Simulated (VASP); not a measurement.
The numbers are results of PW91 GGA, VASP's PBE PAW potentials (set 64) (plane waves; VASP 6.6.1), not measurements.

VASP input:

KPOINTS:
```
kpoints
0
Gamma
12 12 12
0 0 0
```

**INCAR**
```
# general
SYSTEM   =  Eu
PREC     =  Accurate
ENCUT    =  520
LREAL    =  .FALSE.
LASPH    =  .TRUE.   # aspherical one-centre terms

# electronic loop
EDIFF    =  1E-7   # SCF stop (eV)
NELM     =  100   # most electronic steps
ALGO     =  Normal   # blocked Davidson
LMAXMIX  =  6

# smearing
ISMEAR   =  1   # Methfessel-Paxton
SIGMA    =  0.1   # width (eV)

# functional
GGA      =  91

# ions
ISIF     =  2   # forces and stress, cell fixed

# output
LWAVE    =  .FALSE.
LCHARG   =  .FALSE.
```

**POSCAR**
```
Eu
1
   -2.2514422451     2.2514422451     2.2514422451
    2.2514422451    -2.2514422451     2.2514422451
    2.2514422451     2.2514422451    -2.2514422451
Eu
1
Direct
  0.0000000000   0.0000000000   0.0000000000
```

POTCAR, in this order: Eu_2 (PBE.64 set). Program: vasp_std.

### Question
What will the output report for the number of irreducible k-points (NKPTS), largest plane-wave count, number of space-group operations, FFT grid (NGX, NGY, NGZ)?

### Answer

| Item | Result |
|---|---|
| number of irreducible k-points (NKPTS) | 72 |
| largest plane-wave count | 1264 |
| number of space-group operations | 48 |
| FFT grid (NGX, NGY, NGZ) | 30 × 30 × 30 |

The compound is Eu in the bcc structure. This cell is one point of a volume scan, at 1.06 of the reference volume. The 4f electrons are frozen in the core of the lanthanide potential, so 4f levels, which can set the real gap, and their magnetism are missing.
